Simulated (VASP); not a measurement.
Set up this calculation in VASP 6.6.1, as the native input.

| Item | Value |
| --- | --- |
| Task | single point |
| Functional | HSE(alpha, omega) |
| Potentials or basis | VASP PAW PBE potentials, release 64 (Pt, F) |
| Cutoff | 520 eV |
| k mesh | 4 × 4 × 4 |
| Occupations | fermi-dirac, width 0.05 eV |
| Spin | no spin polarisation |
| Screening parameter | 0.6 |
| Grid for exact exchange (PRECFOCK) | Fast |
| Further INCAR settings | ALGO = Normal; EDIFF = 1e-07; NBANDS = 20 |

Pt2F:

```
Pt F
1.0
     0.00000    2.85243    2.85243
     2.85243    0.00000    2.85243
     2.85243    2.85243    0.00000
Pt F
2 1
Direct
  0.25000 0.25000 0.25000
  0.75000 0.75000 0.75000
  0.00000 0.00000 0.00000
```

The cell was built by a generator and needn't be a form met in nature.

One way to write it, as run:

POSCAR

```
Pt2F
1.0
    0.0000000000      2.8524300000      2.8524300000
    2.8524300000      0.0000000000      2.8524300000
    2.8524300000      2.8524300000      0.0000000000
Pt F
2 1
Direct
    0.2500000000      0.2500000000      0.2500000000
    0.7500000000      0.7500000000      0.7500000000
    0.0000000000      0.0000000000      0.0000000000
```

INCAR.step1

```
  PREC = Accurate
  ENCUT = 520
  EDIFF = 1E-5
  ISMEAR = -1
  SIGMA = 0.05
  LREAL = F
  LASPH = T
  NELM = 60
  ALGO = Normal
  ISIF = 2
  LWAVE = T
  LCHARG = F
  NBANDS = 20
  GGA = PE
```

INCAR.step2

```
  PREC = Accurate
  ENCUT = 520
  EDIFF = 1E-7
  ISMEAR = -1
  SIGMA = 0.05
  LREAL = F
  LASPH = T
  NELM = 60
  ALGO = Normal
  ISIF = 2
  LWAVE = F
  LCHARG = F
  GGA = PE
  LHFCALC = T
  HFSCREEN = 0.6
  AEXX = 0.25
  PRECFOCK = Fast
  NBANDS = 20
  ISTART = 1
```

KPOINTS

```
regular mesh
0
Gamma
  4 4 4
```

Potentials or basis: VASP PAW PBE potentials, release 64 (Pt, F).

Run with:

```console
$ cat potpaw_PBE.64/Pt/POTCAR potpaw_PBE.64/F/POTCAR > POTCAR
$ cp INCAR.step1 INCAR
$ mpirun -np 1 vasp_std > vasp.out
$ cp INCAR.step2 INCAR
$ mpirun -np 1 vasp_std > vasp.out
```

It gave:

```
Pressure               : -1.7 GPa
Band gap on the k mesh : none (metal or under the smearing width)
```

Caveat: the k mesh is coarse (spacing up to 0.48 Å⁻¹), so the values aren't converged, least of all with exact exchange; the PAW data sets were made with another functional, which shifts forces and pressure a little; an odd number of electrons without spin polarisation forces a metal; a magnetic or distorted state may lie lower.

Wall time 7.9 min on 1 thread of Intel(R) Xeon(R) Platinum 8488C (Sapphire Rapids), with other jobs on the host, peak memory 0.27 GiB.
